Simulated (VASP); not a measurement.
```yaml
crystal:
  lattice:
    - [2.05065, -3.55183, 0.00000]
    - [2.05065, 3.55183, 0.00000]
    - [0.00000, 0.00000, 5.67512]
  atoms:
    - { symbol: Te, position: [0.33333, 0.66667, 0.24119] }
    - { symbol: Te, position: [0.66667, 0.33333, 0.75881] }
    - { symbol: Pt, position: [0.00000, 0.00000, 0.00000] }
```

These are RPBE GGA, VASP's PBE PAW potentials (set 64) (plane waves; VASP) values and carry that method's errors. Settings: 520 eV cut-off, 10×10×6 Γ-centred mesh, tetrahedra with Blöchl corrections, potentials Te Pt.

Unless said otherwise, spin-orbit coupling is left out, though it shifts the bands of the heavy elements here.

Estimate the energy per atom (σ→0), band gap (on the k-mesh) with the smallest direct gap where there is one.

```
Property                                                     Value
------------------------  ----------------------------------------
band gap (on the k-mesh)  none (metal, semimetal or under 0.01 eV)
energy per atom (σ→0)                               -4.068 eV/atom
```

The compound is PtTe2 in the 1T layered structure. It was relaxed first, which changed the volume by +13 %.
